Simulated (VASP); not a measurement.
Data:

```xyz
3
Lattice="3.5668 0.0000 0.0000 -1.7834 3.0889 0.0000 0.0000 0.0000 17.5043" Properties=species:S:1:pos:R:3 pbc="T T T"
S      1.7834     1.0296     7.6445
S      0.0000     2.0593     9.8599
Pt     0.0000     0.0000     8.7522
```

Level of theory: PBEsol GGA, VASP's PBE PAW potentials (set 64) (plane waves; VASP). Run with PREC = Normal, EDIFF = 1E-5, 400 eV cut-off, 12×12×1 Γ-centred mesh, Gaussian smearing of 0.050 eV, potentials S Pt.

Task: The ions and cell shape at fixed volume are relaxed. Give the cell that the relaxation ends in.

Result: 
```xyz
3
Lattice="3.5314 0.0000 0.0000 -1.7657 3.0583 0.0000 0.0000 0.0000 17.8575" Properties=species:S:1:pos:R:3 pbc="T T T"
S      1.7657     1.0194     7.7095
S      0.0000     2.0388    10.1480
Pt     0.0000     0.0000     8.9287
```

Task: How much energy does the relaxation gain?

Result: The energy (σ→0) changes by -38.1 meV/atom, in 5 ionic steps.

```tsv
step	E(σ→0) (eV)	max force (eV/Å)	pressure (GPa)	volume (Å³)
1	-16.8244	1.224	1.83	192.86
2	-16.9253	0.391	0.48	192.86
3	-16.9380	0.021	-0.17	192.86
4	-16.9387	0.021	-0.10	192.86
5	-16.9389	0.022	-0.03	192.86
```

The cell is a sheet with vacuum, built from PtS2 (1T layered).
